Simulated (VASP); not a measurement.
Input:

```xyz
3
Lattice="3.7105 0.0000 0.0000 -1.8553 3.2134 0.0000 0.0000 0.0000 16.9473" Properties=species:S:1:pos:R:3 pbc="T T T"
Zr     0.0000     0.0000     8.4737
S      0.0000     2.1423     9.9473
S      1.8553     1.0711     7.0000
```

Level of theory: PBE GGA, VASP's PBE PAW potentials (set 64) (plane waves; VASP). Settings: 300 eV cut-off, 8×8×1 Γ-centred mesh, Gaussian smearing of 0.27 eV, potentials Zr_sv S.

At this cut-off the stress carries a Pulay error, which pulls relaxed volumes low. The cell holds a wide vacuum, so values per volume refer to the whole cell.

Which forces act on the atoms, in eV/Å?

```tsv
atom	Fx	Fy	Fz
Zr1	0.000	0.000	0.000
S2	0.000	0.000	-0.367
S3	0.000	0.000	0.367
```

Give the stress tensor in GPa (positive for a compressed cell).

```
-0.98   0.00   0.00
 0.00  -0.98   0.00
 0.00   0.00  -1.03
```
The pressure is its mean diagonal, -1.00 GPa.

The cell is a sheet with vacuum, built from a generated structure.
